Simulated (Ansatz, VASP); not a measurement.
# H26C12S3O7: VASP beside Ansatz

One calculation is typed for both programs; each brings its own data sets. How far apart do they land? The cell is taken from a series of runs on this material, whose earlier steps may have relaxed, scaled, displaced or heated it; both programs get it as it stands.

Calculated with Ansatz 0.2.0; plane waves, with VASP 6.6.1 beside it; single point at PBE with D3(BJ).

## Step 1: The structure

The cell holds 192 atoms: 28 O, 12 S, 48 C and 104 H. Cell: a = 12.640 Å, b = 12.640 Å, c = 12.640 Å, α = 90.0°, β = 90.0°, γ = 90.0°.

## Step 2: VASP: single point, PBE with D3(BJ)

With cell and atoms fixed, the geometry can't cause a difference; cores, projectors, grids and the points listed under the comparison can.

Lines of VASP's logs that name or quote its potential files are left out, and so is its time.

Contents of INCAR:

```
SYSTEM = H26C12S3O7
PREC = Accurate
ENCUT = 600
EDIFF = 1E-06
NELM = 120
ISMEAR = 0
SIGMA = 0.01
LREAL = Auto
ALGO = Normal
GGA = PE
IVDW = 12
NBANDS = 402
LORBIT = 11
LWAVE = .FALSE.
LCHARG = .FALSE.
ISIF = 2
LASPH = .TRUE.
GGA_COMPAT = .FALSE.
EFERMI = MIDGAP
```

Contents of POSCAR:

```
H26C12S3O7
1.0
   12.6398000000      0.0000000000      0.0000000000
    0.0000000000     12.6398000000      0.0000000000
    0.0000000000      0.0000000000     12.6398000000
O S C H
28 12 48 104
Direct
    0.7407100000      0.2100500000      0.9088000000
    0.8869500000      0.2708100000      0.0306500000
    0.5513400000      0.7408600000      0.2696100000
    0.4289600000      0.5905300000      0.2013400000
    0.8182900000      0.1563700000      0.2866200000
    0.8430300000      0.2386400000      0.4640800000
    0.3586400000      0.6921900000      0.8777000000
    0.3226200000      0.6140100000      0.6942400000
    0.1928400000      0.2568400000      0.8242200000
    0.1928000000      0.1660500000      0.6468500000
    0.6933900000      0.6758700000      0.4497200000
    0.6022500000      0.4986100000      0.4307100000
    0.9208200000      0.6572300000      0.7512100000
    0.8631700000      0.8464700000      0.6989000000
    0.1189200000      0.0363800000      0.8624600000
    0.1543300000      0.9293900000      0.0302000000
    0.4398000000      0.1073100000      0.4586900000
    0.3954100000      0.0703100000      0.2694900000
    0.1714900000      0.6079600000      0.2085300000
    0.1271600000      0.4150500000      0.2164300000
    0.5586800000      0.8380900000      0.9925700000
    0.7043400000      0.7235100000      0.0570200000
    0.4303800000      0.2948800000      0.6751500000
    0.5593400000      0.3210900000      0.8176900000
    0.6983200000      0.8600200000      0.3694800000
    0.0333900000      0.8204000000      0.1694000000
    0.9125000000      0.7921100000      0.3580900000
    0.3232400000      0.0150800000      0.6191600000
    0.7856900000      0.2874900000      0.9795600000
    0.4480900000      0.6900000000      0.2531700000
[... 156 atom lines left out ...]
    0.0737600000      0.8595300000      0.1137400000
    0.0840300000      0.7829200000      0.2172600000
    0.9373700000      0.8249300000      0.2905300000
    0.8388100000      0.8163500000      0.3736200000
    0.3814100000      0.0436000000      0.5737500000
    0.2743800000      0.0739000000      0.6394600000
```

Contents of KPOINTS:

```
Automatic mesh
0
Gamma
1 1 1
0 0 0
```

The projector-augmented-wave data sets are O, S, C and H (PBE family, release 64).

On the command line:

```console
$ export OMP_NUM_THREADS=3
$ mpirun -np 1 vasp_gam
```

Numbers of over 12 decimals in the logs are rounded to 6 here.

Log:

```text
[banner, memory and clock lines left out]
running    1 mpi-ranks, on    1 nodes
[...]
Offloading initialized ...    1 GPUs detected
[...]
LDA part: xc-table for (Slater+PW92), standard interpolation
 POSCAR, INCAR and KPOINTS ok, starting setup
[...]
entering main loop
       N       E                     dE             d eps       ncg     rms          rms(c)
DAV:   1     0.454509186895E+04    0.45451E+04   -0.30359E+05   812   0.139E+03
DAV:   2    -0.635789196632E+03   -0.51809E+04   -0.49200E+04  1038   0.309E+02
DAV:   3    -0.115340078268E+04   -0.51761E+03   -0.51316E+03   984   0.102E+02
DAV:   4    -0.116572126990E+04   -0.12320E+02   -0.12261E+02  1024   0.172E+01
[...]
DAV:  18    -0.104663772646E+04    0.77829E-05   -0.28042E-05  1000   0.109E-02    0.106E-02
DAV:  19    -0.104663772144E+04    0.50198E-05   -0.45032E-06   936   0.859E-03    0.416E-03
DAV:  20    -0.104663772072E+04    0.71250E-06   -0.42850E-06   984   0.476E-03
   1 F= -.10581090E+04 E0= -.10581090E+04  d E =0.000000E+00
```

From OUTCAR (step 2):

```text
  FREE ENERGIE OF THE ION-ELECTRON SYSTEM (eV)
  ---------------------------------------------------
  free  energy   TOTEN  =     -1058.1090045124 eV

  energy  without entropy=    -1058.1090045124  energy(sigma->0) =    -1058.10900451
```

The run ends at a pressure of 3.72 GPa, with forces up to 3.8 eV/Å.

## Step 3: Ansatz: single point, PBE with D3(BJ)

Ansatz runs on its default PAW (the set named soft_2) files.

The same cell, functional and mesh now go to Ansatz, which takes its cutoff from its data sets.

Contents of input.yaml:

```yaml
crystal:
  lattice:
    - [12.6398, 0.0, 0.0]
    - [0.0, 12.6398, 0.0]
    - [0.0, 0.0, 12.6398]
  atoms:
    - { symbol: O, position: [0.74071, 0.21005, 0.9088] }
    - { symbol: S, position: [0.78569, 0.28749, 0.97956] }
    - { symbol: O, position: [0.88695, 0.27081, 0.03065] }
    - { symbol: C, position: [0.68619, 0.3164, 0.07236] }
    - { symbol: C, position: [0.64526, 0.42072, 0.0369] }
    - { symbol: C, position: [0.74127, 0.48159, 0.00056] }
    - { symbol: C, position: [0.79001, 0.4131, 0.91885] }
    - { symbol: H, position: [0.62517, 0.25599, 0.06656] }
    - { symbol: H, position: [0.71884, 0.32849, 0.1518] }
    - { symbol: H, position: [0.60155, 0.45439, 0.1024] }
    - { symbol: H, position: [0.59384, 0.41154, 0.96656] }
    - { symbol: H, position: [0.71879, 0.55917, 0.96462] }
    - { symbol: H, position: [0.79732, 0.49894, 0.06903] }
    - { symbol: H, position: [0.8726, 0.44162, 0.90603] }
    - { symbol: H, position: [0.74743, 0.41891, 0.84617] }
    - { symbol: O, position: [0.55134, 0.74086, 0.26961] }
    - { symbol: S, position: [0.44809, 0.69, 0.25317] }
    - { symbol: O, position: [0.42896, 0.59053, 0.20134] }
    - { symbol: C, position: [0.36626, 0.7887, 0.20078] }
    - { symbol: C, position: [0.29466, 0.82201, 0.29039] }
    - { symbol: C, position: [0.34506, 0.79656, 0.39724] }
    - { symbol: C, position: [0.3875, 0.68358, 0.37814] }
    - { symbol: H, position: [0.4126, 0.85596, 0.17511] }
    - { symbol: H, position: [0.31799, 0.75035, 0.13848] }
    - { symbol: H, position: [0.22094, 0.77327, 0.2792] }
    - { symbol: H, position: [0.26535, 0.90153, 0.27937] }
    - { symbol: H, position: [0.41014, 0.85243, 0.41857] }
    - { symbol: H, position: [0.28937, 0.78872, 0.46162] }
    - { symbol: H, position: [0.3236, 0.62935, 0.37745] }
    - { symbol: H, position: [0.44277, 0.66092, 0.43687] }
[... 156 atom lines left out ...]
    - { symbol: O, position: [0.9125, 0.79211, 0.35809] }
    - { symbol: H, position: [0.93737, 0.82493, 0.29053] }
    - { symbol: H, position: [0.83881, 0.81635, 0.37362] }
    - { symbol: O, position: [0.32324, 0.01508, 0.61916] }
    - { symbol: H, position: [0.38141, 0.0436, 0.57375] }
    - { symbol: H, position: [0.27438, 0.0739, 0.63946] }
kpoints:
  mp_grid: { grid: [1, 1, 1] }
hamiltonian:
  xc: pbe
  dispersion: d3bj
scf:
  occupations: { method: fixed }
output:
  forces: true
  stress: true
  populations: true
  dos:
    method: { smearing: { sigma: 0.1 } }
    de: 0.1
    projected: { site_lists: { C: [C], H: [H], O: [O], S: [S] } }
  eigenvalues: true
  write_density: true
  write_potential: true
  volumetric_format: npy
```

On the command line:

```console
$ ansatz run input.yaml --threads 8 --pin off --max-ram 15872MiB --backend cpu --events-out ev --progress --plain --runs-dir out
```

Log:

```text
Engine: ansatz 0.2.0, x86_64-unknown-linux-gnu
Pseudopotentials: kind: paw
Pseudopotential: O, paw, valence charge 6, recommended cutoff 420 eV (normal), O.paw.azcp
Pseudopotential: S, paw, valence charge 6, recommended cutoff 420 eV (normal), S.paw.azcp
Pseudopotential: C, paw, valence charge 4, recommended cutoff 420 eV (normal), C.paw.azcp
Pseudopotential: H, paw, valence charge 1, recommended cutoff 420 eV (normal), H.paw.azcp
Functional definition: PBE
  parameter kappa = 0.804
  parameter beta = 0.066725
  exchange = pbe_x(kappa = kappa, mu = beta*pi^2/3)
  correlation = pbe_c(beta = beta)
Crystal: 192 atoms, lattice volume = 2019.392 Å³
Basis set: ecut = 420 eV, 39607 PW (Γ), exchange–correlation on 180×180×180 points (8 copies of the dense FFT grid, shifted against one another)
Bands: 460, of which v1, the nominal top of the filled ones, is band 268 counted from 1 (267 counted from 0)
Symmetry: 1 space group operations
Space group: P1 (ITA 1), of the structure as read, at distance tolerance 1.3e-4 Å
k-points: 1
Non-local potential: O, projectors of the file, l = 0: 2, l = 1: 2, l = 2: 1
Non-local potential: S, projectors of the file, l = 0: 2, l = 1: 2, l = 2: 2
Non-local potential: C, projectors of the file, l = 0: 2, l = 1: 2, l = 2: 1
Non-local potential: H, projectors of the file, l = 0: 2, l = 1: 1
PAW form: soft (Blöchl's): semilocal exchange-correlation on the pseudo side does not see the compensation charge
PAW one-centre angular grid: O, 110 points (default); XC on 64 Gauss nodes
PAW one-centre angular grid: S, 110 points (default); XC on 64 Gauss nodes
PAW one-centre angular grid: C, 110 points (default); XC on 64 Gauss nodes
PAW one-centre angular grid: H, 110 points (default); XC on 64 Gauss nodes
Initial density: superposition of atomic densities (neutral atoms: chi_scale 0, normalization atom), corrected by the library's trained network
Initial wavefunctions: pseudopotential atomic-orbital guess
Functional: x = pbe(κ = 0.804, μ = 0.219515), c = pbe(β = 0.066725)
SCF iter   1: F=—  HF=-40413.819100 eV  |F-HF|=—  |Δ(HF+E_count)|=         —  Δρ=6.92e-3  dr2=1.29e0  ethr=1.77e-3  ⟨swp⟩=5.0  Hψ=1729  notcnv=0  defer=189
preconditioner: auto → Resta (q_TF=auto, 2.187 Å⁻¹)  ε∞=2.5  [insulator: Δε(μ)=4.697 eV  Ē_g=15.417 eV  n_scr=364 (ndim 8)  ℏωp=18.7 eV  f_vac=0.238  ε∞_Penn≈2.5]
SCF iter   2: F=—  HF=-40413.452667 eV  |F-HF|=—  |Δ(HF+E_count)|=   3.66e-1  Δρ=3.97e-3  dr2=2.28e-1  ethr=2.40e-4  ⟨swp⟩=2.0  Hψ=781  notcnv=0  defer=189
SCF iter   3: F=—  HF=-40413.430229 eV  |F-HF|=—  |Δ(HF+E_count)|=   2.24e-2  Δρ=1.51e-3  dr2=6.08e-2  ethr=4.26e-5  ⟨swp⟩=3.0  Hψ=546  notcnv=0  defer=190
SCF iter   4: F=—  HF=-40413.425977 eV  |F-HF|=—  |Δ(HF+E_count)|=   4.25e-3  Δρ=5.35e-4  dr2=8.25e-3  ethr=1.14e-5  ⟨swp⟩=3.0  Hψ=406  notcnv=0  defer=190
SCF iter   5: F=—  HF=-40413.425029 eV  |F-HF|=—  |Δ(HF+E_count)|=   9.48e-4  Δρ=2.33e-4  dr2=1.37e-3  ethr=1.54e-6  ⟨swp⟩=3.0  Hψ=541  notcnv=0  defer=190
SCF iter   6: F=—  HF=-40413.424890 eV  |F-HF|=—  |Δ(HF+E_count)|=   1.39e-4  Δρ=1.35e-4  dr2=3.67e-4  ethr=2.56e-7  ⟨swp⟩=2.0  Hψ=545  notcnv=0  defer=190
SCF iter   7: F=—  HF=-40413.424846 eV  |F-HF|=—  |Δ(HF+E_count)|=   4.38e-5  Δρ=3.02e-5  dr2=2.27e-5  ethr=6.84e-8  ⟨swp⟩=2.0  Hψ=532  notcnv=0  defer=189
SCF iter   8: F=—  HF=-40413.425349 eV  |F-HF|=—  |Δ(HF+E_count)|=   5.03e-4  Δρ=1.77e-5  dr2=6.50e-6  ethr=4.23e-9  ⟨swp⟩=2.0  Hψ=728  notcnv=0  defer=188
SCF iter   9: F=—  HF=-40413.425348 eV  |F-HF|=—  |Δ(HF+E_count)|=   1.29e-6  Δρ=5.66e-6  dr2=6.89e-7  ethr=1.21e-9  ⟨swp⟩=2.0  Hψ=543  notcnv=0  defer=188
SCF iter  10: F=—  HF=-40413.425348 eV  |F-HF|=—  |Δ(HF+E_count)|=   1.88e-8  Δρ=2.45e-6  dr2=1.23e-7  ethr=1.29e-10  ⟨swp⟩=2.0  Hψ=543  notcnv=0  defer=188
SCF iter  11: F=-40413.425348 eV  HF=-40413.425348 eV  |F-HF|=1.01e-8  |Δ(HF+E_count)|=   7.00e-9  Δρ=1.04e-6  dr2=2.18e-8  ethr=1.87e-11  ⟨swp⟩=24.0  Hψ=4586  notcnv=0
SCF 1 converged in 11 iterations: F = -40413.425348 eV  dr2 = 2.18e-8
  greatest PAW one-centre occupation: 0.882 electrons in one spin orbital (limit 2), on the O atom at site 60 (counted from 0), in its partial waves of l = 0
[...]
--- Löwdin populations: 192 sites ---
  site symbol       q [e]
     0      O      6.7553
     1      S      3.8735
     2      O      6.7591
     3      C      4.4703
     4      C      4.2654
     5      C      4.2422
     6      C      4.4717
     7      H      0.7854
     8      H      0.7966
     9      H      0.8015
    10      H      0.8097
    11      H      0.7934
    12      H      0.8454
    13      H      0.7981
    14      H      0.7802
    15      O      6.7564
    16      S      3.8717
    17      O      6.7503
    18      C      4.4767
    19      C      4.2555
    20      C      4.2616
    21      C      4.4993
    22      H      0.7677
    23      H      0.7730
[...]
184      H      0.6076
   185      H      0.6098
   186      O      6.7373
   187      H      0.6202
   188      H      0.6275
   189      O      6.7618
   190      H      0.6259
   191      H      0.6215
  spilling = 0.018122 (of n_electrons = 536.000000)
```

In the SCF lines HF is the Harris–Foulkes energy and dr2 the Hartree energy of the density residual, in eV; the loop may stop once dr2 is under the threshold and the program's other checks hold. Hψ counts applications of the Hamiltonian.

## Step 4: Side by side

Known differences besides the potentials themselves: fixed occupations in Ansatz, narrow Gaussian smearing in VASP; the cutoff is 420 eV in Ansatz and 600 eV in VASP (PREC = Accurate, projectors in real space). Total energies have different zeros and are not compared.

The two programs side by side:

```
              quantity  Ansatz   VASP  difference
        pressure (GPa)    4.21   3.72       +0.50
gap on the k mesh (eV)   4.736  4.718      +0.018
```

Forces on 10 of the 192 atoms, those with the largest forces and the largest differences (eV/Å; atoms numbered as in POSCAR):

```
atom          Ansatz x, y, z            VASP x, y, z
  O9    1.706, -0.054, 2.450    1.565, -0.106, 2.055
 O21  -2.783, -0.057, -1.388  -2.368, -0.129, -1.305
 O24     0.647, 1.766, 2.476     0.504, 1.544, 2.135
 C54   -2.917, 1.364, -0.780   -2.902, 1.343, -0.782
 C58     0.741, 3.474, 0.071     0.746, 3.470, 0.047
 C60  -3.124, -2.240, -0.002   -3.050, -2.262, 0.007
 C82   -3.145, 1.276, -1.340   -3.114, 1.275, -1.340
H130   -1.280, -2.871, 1.106   -1.286, -2.878, 1.106
H170    1.029, -1.746, 3.053    1.027, -1.755, 3.052
H171    3.342, -1.164, 0.901    3.344, -1.164, 0.903
```

The forces differ by 74 meV/Å r.m.s., which is 8.3 % of the r.m.s. force of 0.886 eV/Å (both taken over all components). A gap on the mesh is an upper bound, since the band edges may lie between its points.

## Step 5: Outcome

- r.m.s. force difference (single point, PBE with D3(BJ)): 8.3 % of the r.m.s. force

What this shows: The r.m.s. force difference is 8.3 % of the r.m.s. force (single point, PBE with D3(BJ)), beyond the 3 % picked in this series as the mark of a large difference. What causes the difference of the single point, PBE with D3(BJ) pair stays open here. How closely two codes agree says nothing of how well the functional describes the real material.

[Lines on the potential files, build, host, timing and source positions are cut from VASP's logs without a mark.]

[Logs are printed without paths, hosts, clocks, repeated set-up lines and the standing remarks that a program may print on its own settings, such as how far it seeks lower states.]

[Hosts, paths, dates, database ids (printed as entryN), source tags and the programs' standing remarks are cut or masked in the printed files.]
